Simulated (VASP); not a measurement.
Output of a VASP run:

File OSZICAR:
```
       N       E                     dE             d eps       ncg     rms          rms(c)
DAV:   1     0.165113565709E+03    0.16511E+03   -0.13239E+04  3456   0.148E+03
DAV:   2     0.287235777789E+01   -0.16224E+03   -0.15909E+03  3560   0.367E+02
DAV:   3    -0.738487822557E+00   -0.36108E+01   -0.36062E+01  4336   0.648E+01
DAV:   4    -0.742972006000E+00   -0.44842E-02   -0.44848E-02  3928   0.207E+00
DAV:   5    -0.742986295118E+00   -0.14289E-04   -0.14297E-04  4360   0.105E-01    0.350E+00
DAV:   6    -0.705557826200E+00    0.37428E-01   -0.16532E-01  3680   0.495E+00    0.284E+00
DAV:   7    -0.712416371473E+00   -0.68585E-02   -0.27124E-02  3944   0.168E+00    0.127E+00
DAV:   8    -0.715201857563E+00   -0.27855E-02   -0.45325E-03  3808   0.847E-01    0.948E-02
DAV:   9    -0.715355481384E+00   -0.15362E-03   -0.10505E-04  4304   0.105E-01    0.466E-02
DAV:  10    -0.715403487487E+00   -0.48006E-04   -0.47131E-05  3848   0.768E-02    0.463E-03
DAV:  11    -0.715403996207E+00   -0.50872E-06   -0.91255E-08  3496   0.311E-03    0.202E-03
DAV:  12    -0.715404477216E+00   -0.48101E-06   -0.11157E-07  2976   0.301E-03    0.275E-04
DAV:  13    -0.715404411620E+00    0.65596E-07   -0.13468E-09  1968   0.413E-04
   1 F= -.71540441E+00 E0= -.71540441E+00  d E =0.000000E+00
```

OUTCAR:
```
------------------------ aborting loop because EDIFF is reached ----------------------------------------
  FORCE on cell =-STRESS in cart. coord.  units (eV):
  Direction    XX          YY          ZZ          XY          YZ          ZX
  --------------------------------------------------------------------------------------
  Total        0.1161895      0.1161895     -0.1218815      0.0000000     -0.0000000     -0.0000000
  in kB        3.7771320      3.7771329     -3.9621727      0.0000000     -0.0000000     -0.0000000
  external PRESSURE =       1.1973641 kB  Pullay stress =       0.0000000 kB
  volume of cell :       49.29
      direct lattice vectors                 reciprocal lattice vectors
     1.529151590 -2.648568565  0.000000000     0.326978701 -0.188781218  0.000000000
     1.529151590  2.648568565  0.000000000     0.326978701  0.188781218  0.000000000
     0.000000000  0.000000000  6.084478828     0.000000000  0.000000000  0.164352614
 POSITION                                       TOTAL-FORCE (eV/Angst)
 -----------------------------------------------------------------------------------
      1.52915      0.88286      1.52112         0.000000      0.000000      0.000000
      1.52915     -0.88286      4.56336        -0.000000      0.000000      0.000000
 -----------------------------------------------------------------------------------
    total drift:                                0.000012      0.000216      0.000001
  FREE ENERGIE OF THE ION-ELECTRON SYSTEM (eV)
  ---------------------------------------------------
  free  energy   TOTEN  =        -0.7154044116 eV

  energy  without entropy=       -0.7154044116  energy(sigma->0) =       -0.71540441

 total charge

# of ion       s       p       d       tot
------------------------------------------
    1        0.526   0.255   9.493  10.274
    2        0.526   0.255   9.493  10.274
--------------------------------------------------
tot          1.052   0.510  18.987  20.548
```
(Selected blocks of OUTCAR.)

**POSCAR**
```
Cd
1
    1.5291515899    -2.6485685649     0.0000000000
    1.5291515899     2.6485685649    -0.0000000000
    0.0000000000    -0.0000000000     6.0844788278
Cd
2
Direct
  0.3333330000   0.6666670000   0.2500000000
  0.6666670000   0.3333330000   0.7500000000
```

**Question.** Write an INCAR and KPOINTS that could have produced this output.

**Answer.** This is not unique; one that fits is the input of the run itself, RPBE GGA, plane waves, VASP's PBE PAW potentials (set 64).

**KPOINTS**
```
K-points
0
Gamma
  15 15 7
0 0 0
```

**INCAR**
```
EDIFF=1E-7   # SCF stop (eV)
PREC=Accurate
LMAXMIX=4
LWAVE=.False.
LORBIT=11   # lm-projected
ISIF=2   # forces and stress, cell fixed
NELM=100   # most electronic steps
GGA=RP
ISMEAR=-5   # tetrahedra, Bloechl
LCHARG=.True.
LREAL=.False.
NEDOS=601
ENCUT=520   # plane-wave cut-off (eV)
ALGO=Normal
LASPH=.True.
SYSTEM=Cd
```

POTCAR, in this order: Cd (PBE.64 set). Program: vasp_std.

For a metal the tetrahedron method with Blöchl corrections gives inexact stress and forces.

The compound is Cd in the hcp structure. It was relaxed first, which changed the volume by +14 %.
